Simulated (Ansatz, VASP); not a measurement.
# Cross-check of TiGe2Au between VASP and Ansatz

One calculation is typed for both programs; each brings its own data sets and cutoff. How far apart do they land? The cell is invented: As first built, before any earlier steps moved the atoms (in the runner's words): it takes the Ti3Ag structure with some of its atoms replaced by other elements, volume scaled by an estimate. It may not be a known or stable phase. The cell is taken from a series of VASP runs on this material, whose earlier steps may have relaxed, scaled or displaced it; both programs get it as it stands.

Program: Ansatz 0.2.0. Level of theory: plane waves, with VASP 6.6.1 beside it; relaxation of cell and atoms at PBEsol. Results are calculated unless marked as measured.

## (1) Starting point

The structure is tetragonal, space group P4/mmm (No. 123). Conventional cell: a = 4.082 Å, b = 4.082 Å, c = 3.851 Å, α = 90.00°, β = 90.00°, γ = 90.00°. Nearest to Au lie 8 Ge at 2.81 Å and 4 Ti at 2.89 Å. Nearest to Ge lie 4 Au at 2.81 Å and 4 Ti at 2.81 Å and 4 Ge at 2.89 Å. Nearest to Ti lie 8 Ge at 2.81 Å and 4 Au at 2.89 Å. As first built, before any earlier steps moved the atoms (in the runner's words): sites of the Ti3Ag structure (space group 123) filled with other elements, volume scaled by an estimate. Farther neighbours are not listed.

As a file:

```
Au Ge Ti
1.0
     4.08239    0.00000    0.00000
     0.00000    4.08239    0.00000
     0.00000    0.00000    3.85131
Au Ge Ti
1 2 1
Direct
  0.00000 0.00000 0.00000
  0.00000 0.50000 0.50000
  0.50000 0.00000 0.50000
  0.50000 0.50000 0.00000
```

## (2) VASP: relaxation of cell and atoms, PBEsol

The relaxed volume is the usual yardstick between codes: its relative difference is about their pressure difference at one cell divided by the bulk modulus.

Lines of VASP's logs that name or quote its potential files are left out, and so is its time.

File INCAR:

```
SYSTEM = TiGe2Au
PREC = Accurate
ENCUT = 520
EDIFF = 1E-06
NELM = 100
ISMEAR = -1
SIGMA = 0.05
LREAL = .FALSE.
ALGO = Normal
GGA = PS
LORBIT = 11
LWAVE = .FALSE.
LCHARG = .FALSE.
KPAR = 2
IBRION = 2
NSW = 60
ISIF = 3
EDIFFG = -0.01
```

File POSCAR:

```
TiGe2Au
1.0
    4.0823900000      0.0000000000      0.0000000000
    0.0000000000      4.0823900000      0.0000000000
    0.0000000000      0.0000000000      3.8513110000
Au Ge Ti
1 2 1
Direct
    0.0000000000      0.0000000000      0.0000000000
    0.0000000000      0.5000000000      0.5000000000
    0.5000000000      0.0000000000      0.5000000000
    0.5000000000      0.5000000000      0.0000000000
```

File KPOINTS:

```
Automatic mesh
0
Gamma
7 7 7
0 0 0
```

Potentials, in the order of the species: Au, Ge_d and Ti_sv (PBE family, release 64).

Command:

```sh
mpirun -np 2 vasp_std
```

Numbers of over 12 decimals in the logs are rounded to 6 here.

Output:

```text
[banner, memory and clock lines left out]
running    2 mpi-ranks, on    1 nodes
 distrk:  each k-point on    1 cores,    2 groups
 distr:  one band on    1 cores,    1 groups

 POSCAR found type information on POSCAR AuGeTi
 POSCAR found :  3 types and       4 ions
|                                                                             |
|               ----> ADVICE to this user running VASP <----                  |
|                                                                             |
|     You enforced a specific xc type in the INCAR file but a different       |
|     [... a line on the potential file left out ...]
|     I HOPE YOU KNOW WHAT YOU ARE DOING!                                     |
|                                                                             |

 LDA part: xc-table for (Slater+PW92), standard interpolation
 POSCAR, INCAR and KPOINTS ok, starting setup
 FFT: planning ... GRIDC
 FFT: planning ... GRID_SOFT
 FFT: planning ... GRID
 WAVECAR not read
 entering main loop
       N       E                     dE             d eps       ncg     rms          rms(c)
DAV:   1     0.526628483929E+03    0.52663E+03   -0.24931E+04  2924   0.414E+03
DAV:   2     0.595982944270E+02   -0.46703E+03   -0.45479E+03  2416   0.853E+02
DAV:   3    -0.201705174841E+02   -0.79769E+02   -0.78279E+02  3332   0.217E+02
DAV:   4    -0.259579194848E+02   -0.57874E+01   -0.57069E+01  3434   0.568E+01
DAV:   5    -0.261999535501E+02   -0.24203E+00   -0.24186E+00  3072   0.104E+01    0.144E+01
DAV:   6    -0.240748782916E+02    0.21251E+01   -0.28824E+01  3312   0.301E+01    0.866E+00
DAV:   7    -0.235933068102E+02    0.48157E+00   -0.15991E+01  2996   0.214E+01    0.792E+00
DAV:   8    -0.232431147328E+02    0.35019E+00   -0.10282E+00  2562   0.664E+00    0.371E+00
DAV:   9    -0.232248936145E+02    0.18221E-01   -0.97005E-01  3322   0.460E+00    0.153E+00
DAV:  10    -0.231945405171E+02    0.30353E-01   -0.11895E-01  2866   0.218E+00    0.621E-01
DAV:  11    -0.231925999154E+02    0.19406E-02   -0.86582E-03  3298   0.746E-01    0.337E-01
DAV:  12    -0.231910755720E+02    0.15243E-02   -0.84788E-03  3314   0.483E-01    0.283E-02
DAV:  13    -0.231910916803E+02   -0.16108E-04   -0.22685E-04  3032   0.107E-01    0.150E-02
DAV:  14    -0.231910925704E+02   -0.89012E-06   -0.13484E-05  2902   0.193E-02    0.460E-03
DAV:  15    -0.231910930894E+02   -0.51894E-06   -0.58122E-07  1632   0.708E-03
   1 F= -.23191093E+02 E0= -.23180918E+02  d E =-.231911E+02
[...]
2 F= -.23275217E+02 E0= -.23266597E+02  d E =-.841238E-01
[...]
3 F= -.23292899E+02 E0= -.23283672E+02  d E =-.101806E+00
[...]
4 F= -.23305082E+02 E0= -.23295322E+02  d E =-.121834E-01
[...]
5 F= -.23310901E+02 E0= -.23301217E+02  d E =-.180019E-01
[...]
6 F= -.23311836E+02 E0= -.23302029E+02  d E =-.935720E-03
[...]
7 F= -.23311811E+02 E0= -.23301943E+02  d E =-.910697E-03
 curvature:  -0.50 expect dE=-0.397E-04 dE for cont linesearch -0.368E-04
 ZBRENT: interpolating
 opt :   1.5242  next Energy=   -23.311893 (dE=-0.992E-03)
 bond charge predicted
       N       E                     dE             d eps       ncg     rms          rms(c)
DAV:   1    -0.233133742757E+02   -0.15626E-02   -0.49378E-02  2550   0.218E+00    0.263E-01
DAV:   2    -0.233124165340E+02    0.95774E-03   -0.28347E-03  2624   0.642E-01    0.147E-01
DAV:   3    -0.233120601512E+02    0.35638E-03   -0.13993E-03  3712   0.325E-01    0.977E-02
DAV:   4    -0.233119202419E+02    0.13991E-03   -0.81890E-04  3572   0.185E-01    0.236E-02
DAV:   5    -0.233119158522E+02    0.43897E-05   -0.52262E-05  2834   0.652E-02    0.110E-02
DAV:   6    -0.233119160700E+02   -0.21781E-06   -0.50909E-06  2830   0.219E-02
   8 F= -.23311916E+02 E0= -.23302070E+02  d E =-.101539E-02
 curvature:  -1.10 expect dE=-0.267E-04 dE for cont linesearch -0.311E-05
 trial: gam= 0.00000 g(F)=  0.105E-61 g(S)=  0.243E-04 ort =-0.772E-04 (trialstep = 0.113E+01)
 search vector abs. value=  0.243E-04
 reached required accuracy - stopping structural energy minimisation
```

OUTCAR, selected parts (step 2):

```text
ion  position               nearest neighbor table
   1  0.000  0.000  0.000-   2 2.81   3 2.81   2 2.81   3 2.81   2 2.81   2 2.81   3 2.81   3 2.81
                             4 2.89   4 2.89   4 2.89   4 2.89
   2  0.000  0.500  0.500-   1 2.81   4 2.81   1 2.81   4 2.81   1 2.81   1 2.81   4 2.81   4 2.81
                             3 2.89   3 2.89   3 2.89   3 2.89
   3  0.500  0.000  0.500-   1 2.81   4 2.81   1 2.81   4 2.81   4 2.81   4 2.81   1 2.81   1 2.81
                             2 2.89   2 2.89   2 2.89   2 2.89
   4  0.500  0.500  0.000-   2 2.81   3 2.81   2 2.81   3 2.81   3 2.81   3 2.81   2 2.81   2 2.81
                             1 2.89   1 2.89   1 2.89   1 2.89

  LATTYP: Found a simple tetragonal cell.
 ALAT       =     4.0823900000
 C/A-ratio  =     0.9433961478

 Subroutine GETGRP returns: Found 16 space group operations
 (whereof 16 operations were pure point group operations)

The static configuration has the point symmetry D_4h.

 Found     40 irreducible k-points:

   k-points           NKPTS =     40   k-points in BZ     NKDIM =     40   number of bands    NBANDS=     30

   dimension x,y,z NGX =    30 NGY =   30 NGZ =   30
   dimension x,y,z NGXF=    60 NGYF=   60 NGZF=   60

   ENCUT  =  520.0 eV  38.22 Ry    6.18 a.u.   7.59  7.59  7.16*2*pi/ulx,y,z

   NELECT =      51.0000    total number of electrons

 k-points in reciprocal lattice and weights: Automatic mesh
   0.00000000  0.00000000  0.00000000       0.003
   0.14285714  0.00000000  0.00000000       0.012
   0.28571429  0.00000000  0.00000000       0.012
   0.42857143  0.00000000  0.00000000       0.012
   0.14285714  0.14285714  0.00000000       0.012
   0.28571429  0.14285714  0.00000000       0.023
   0.42857143  0.14285714  0.00000000       0.023
   0.28571429  0.28571429  0.00000000       0.012
   0.42857143  0.28571429  0.00000000       0.023
[...]
0.42857143  0.28571429  0.42857143       0.047
   0.42857143  0.42857143  0.42857143       0.023

 average (electrostatic) potential at core
       1 -65.0385       2 -69.6720       3 -69.6720       4 -71.7077

 E-fermi :   9.3579

 k-point     1 :       0.0000    0.0000    0.0000
  band No.  band energies     occupation
    ...
     21       5.8158      2.00000
     22       5.8158      2.00000
     23       6.6363      2.00000
     24       7.0324      2.00000
     25       8.4031      2.00000
     26      10.0024      0.00001
     27      10.0024      0.00001
     28      10.7104      0.00000
     29      11.2015      0.00000
     30      12.7585      0.00000

 k-point     2 :       0.1429    0.0000    0.0000
  band No.  band energies     occupation
    ...
     21       4.8330      2.00000
     22       5.9553      2.00000
     23       6.8225      2.00000
     24       8.0338      2.00000
     25       8.2984      2.00000
     26       9.9770      0.00001
     27      10.2718      0.00000
     28      10.5027      0.00000
     29      10.8708      0.00000
     30      11.8288      0.00000

 k-point     3 :       0.2857    0.0000    0.0000
  band No.  band energies     occupation
    ...
     21       4.3246      2.00000
     22       6.3137      2.00000
     23       6.8636      2.00000
     24       8.0495      2.00000
     25       9.0550      1.99533
     26       9.6653      0.00427
     27       9.9197      0.00003
     28       9.9742      0.00001
     29      11.0591      0.00000
     30      11.8881      0.00000

  Total       -0.0283605     -0.0283605     -0.0202187      0.0000000      0.0000000      0.0000000
  in kB       -0.7055973     -0.7055973     -0.5030320      0.0000000      0.0000000      0.0000000
  external PRESSURE =      -0.6380755 kB  Pullay stress =       0.0000000 kB

  energy-cutoff  :      520.00
  volume of cell :       64.40
      direct lattice vectors                 reciprocal lattice vectors
     4.223595123  0.000000000  0.000000000     0.236765119  0.000000000  0.000000000
     0.000000000  4.223595123  0.000000000     0.000000000  0.236765119 -0.000000000
     0.000000000  0.000000000  3.609971120     0.000000000 -0.000000000  0.277010526

 POSITION                                       TOTAL-FORCE (eV/Angst)
 -----------------------------------------------------------------------------------
      0.00000      0.00000      0.00000         0.000000      0.000000      0.000000
      0.00000      2.11180      1.80499         0.000000      0.000000      0.000000
      2.11180      0.00000      1.80499         0.000000      0.000000      0.000000
      2.11180      2.11180      0.00000         0.000000     -0.000000      0.000000
 -----------------------------------------------------------------------------------
    total drift:                                0.000000      0.000000     -0.000000

  FREE ENERGIE OF THE ION-ELECTRON SYSTEM (eV)
  ---------------------------------------------------
  free  energy   TOTEN  =       -23.3119160700 eV

  energy  without entropy=      -23.2922245011  energy(sigma->0) =      -23.30207029

 reached required accuracy - stopping structural energy minimisation

 total charge
# of ion       s       p       d       tot
------------------------------------------
    1        0.659   0.471   8.665   9.795
    2        1.181   1.109  10.053  12.343
    3        1.181   1.109  10.053  12.343
    4        2.144   6.092   1.981  10.217
--------------------------------------------------
tot          5.166   8.780  30.752  44.698

[... 3 further parts left out ...]
```

CONTCAR:

```
TiGe2Au
   1.00000000000000
     4.2235951231366133    0.0000000000000000    0.0000000000000000
     0.0000000000000000    4.2235951231366133    0.0000000000000000
     0.0000000000000000    0.0000000000000000    3.6099711204149569
  Au              Ge              Ti
     1     2     1
Direct
     0.0000000000000000    0.0000000000000000    0.0000000000000000
     0.0000000000000000    0.5000000000000000    0.5000000000000000
     0.5000000000000000    0.0000000000000000    0.5000000000000000
     0.5000000000000000    0.5000000000000000    0.0000000000000000
```

The run keeps the 16 symmetry operations of its start, so it cannot find a distortion of lower symmetry.

(Continued in part 2 of 2.)

[Lines on the potential files, build, host, timing and source positions are cut from VASP's logs without a mark.]

[Logs are printed without paths, hosts, clocks, repeated set-up lines and the standing remarks that a program may print on its own settings, such as how far it seeks lower states.]

[Hosts, paths, dates, database ids (printed as entryN), source tags and the programs' standing remarks are cut or masked in the printed files.]
